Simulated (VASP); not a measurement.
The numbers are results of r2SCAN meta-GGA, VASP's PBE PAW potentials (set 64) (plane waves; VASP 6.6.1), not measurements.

VASP ran on this input.

File POSCAR:
```
InP
1
   -0.0000000000     2.9515182375     2.9515182375
    2.9515182375     0.0000000000     2.9515182375
    2.9515182375     2.9515182375    -0.0000000000
In P
1 1
Direct
  0.0000000000   0.0000000000   0.0000000000
  0.2500000000   0.2500000000   0.2500000000
```

### INCAR
```
SYSTEM = InP
PREC = Accurate
ENCUT = 400
EDIFF = 1E-7
NELM = 100
ALGO = Normal
LREAL = .FALSE.
LASPH = .TRUE.
ISMEAR = 0
SIGMA = 0.01
METAGGA = R2SCAN
LMIXTAU = .TRUE.
LMAXMIX = 4
LWAVE = .FALSE.
LCHARG = .FALSE.
LOPTICS = .TRUE.
LPEAD = .TRUE.
NBANDS = 39
NEDOS = 1001
CSHIFT = 0.1
```

File KPOINTS:
```
Automatic mesh
0
Gamma
14 14 14
0 0 0
```

POTCAR, in this order: In_d P (PBE.64 set). Program: vasp_std.

Output

### OSZICAR
```
       N       E                     dE             d eps       ncg     rms          rms(c)
DAV:   1     0.118401318041E+03    0.11840E+03   -0.51865E+03  9446   0.430E+02
DAV:   2    -0.173946119723E+02   -0.13580E+03   -0.11887E+03  8807   0.186E+02
DAV:   3    -0.353792535072E+02   -0.17985E+02   -0.17647E+02  9786   0.497E+01
DAV:   4    -0.358958529817E+02   -0.51660E+00   -0.51604E+00 10121   0.848E+00
DAV:   5    -0.359030934366E+02   -0.72405E-02   -0.72394E-02  9904   0.105E+00    0.734E+00
DAV:   6    -0.322869735951E+02    0.36161E+01   -0.10469E+00 10731   0.128E+01    0.374E+00
DAV:   7    -0.322942414810E+02   -0.72679E-02   -0.38519E-01  8848   0.407E+00    0.253E+00
DAV:   8    -0.322348822253E+02    0.59359E-01   -0.22280E-01  8371   0.247E+00    0.147E+00
DAV:   9    -0.322508074168E+02   -0.15925E-01   -0.21685E-01  8175   0.209E+00    0.460E-01
DAV:  10    -0.322279993478E+02    0.22808E-01   -0.59109E-02  8499   0.108E+00    0.165E-01
DAV:  11    -0.322976946581E+02   -0.69695E-01   -0.19083E-02  8203   0.604E-01    0.577E-02
DAV:  12    -0.322976152038E+02    0.79454E-04   -0.80107E-04 10146   0.954E-02    0.839E-02
DAV:  13    -0.322965202086E+02    0.10950E-02   -0.50977E-04  8890   0.101E-01    0.543E-02
DAV:  14    -0.322974387571E+02   -0.91855E-03   -0.75025E-04  8714   0.122E-01    0.167E-02
DAV:  15    -0.322977685654E+02   -0.32981E-03   -0.13965E-04  9379   0.620E-02    0.525E-03
DAV:  16    -0.322977676602E+02    0.90515E-06   -0.75664E-06  9451   0.113E-02    0.664E-03
DAV:  17    -0.322977762920E+02   -0.86318E-05   -0.27322E-06  9369   0.787E-03    0.392E-03
DAV:  18    -0.322977748683E+02    0.14238E-05   -0.82242E-07  9016   0.502E-03    0.119E-03
DAV:  19    -0.322977758273E+02   -0.95904E-06   -0.16514E-07  9360   0.205E-03    0.541E-04
DAV:  20    -0.322977757237E+02    0.10361E-06   -0.63133E-09  7510   0.380E-04    0.269E-04
DAV:  21    -0.322977757078E+02    0.15930E-07   -0.14050E-09  5652   0.209E-04
   1 F= -.32297776E+02 E0= -.32297776E+02  d E =-.763649E-36
 imaginary and real dielectric function
```

**OUTCAR**
```
------------------------ aborting loop because EDIFF is reached ----------------------------------------
  FORCE on cell =-STRESS in cart. coord.  units (eV):
  Direction    XX          YY          ZZ          XY          YZ          ZX
  --------------------------------------------------------------------------------------
  Total        0.0114567      0.0114567      0.0114567      0.0000000      0.0000000      0.0000000
  in kB        0.3569463      0.3569463      0.3569463      0.0000000      0.0000000      0.0000000
  external PRESSURE =       0.3569463 kB  Pullay stress =       0.0000000 kB
  volume of cell :       51.42
      direct lattice vectors                 reciprocal lattice vectors
     0.000000000  2.951518238  2.951518238    -0.169404340  0.169404340  0.169404340
     2.951518238  0.000000000  2.951518238     0.169404340 -0.169404340  0.169404340
     2.951518238  2.951518238  0.000000000     0.169404340  0.169404340 -0.169404340
  FREE ENERGIE OF THE ION-ELECTRON SYSTEM (eV)
  ---------------------------------------------------
  free  energy   TOTEN  =       -32.2977757078 eV

  energy  without entropy=      -32.2977757078  energy(sigma->0) =      -32.29777571

 plasma frequency squared (from intraband transitions) (eV^2)
  --------------------------------------------------------------------------------------
       0.000       0.000       0.000
       0.000       0.000       0.000
       0.000       0.000       0.000

 plasma frequency squared (from interband transitions, int dw w eps(2)(w)) (eV^2)
  --------------------------------------------------------------------------------------
     332.369       0.000      -0.000       0.000      -0.000      -0.000
      -0.000      -0.000     332.369       0.000      -0.000      -0.000
      -0.000       0.000      -0.000       0.000     332.369       0.000
```
(Selected blocks of OUTCAR.)

The compound is InP in the zinc blende structure. It was relaxed first.
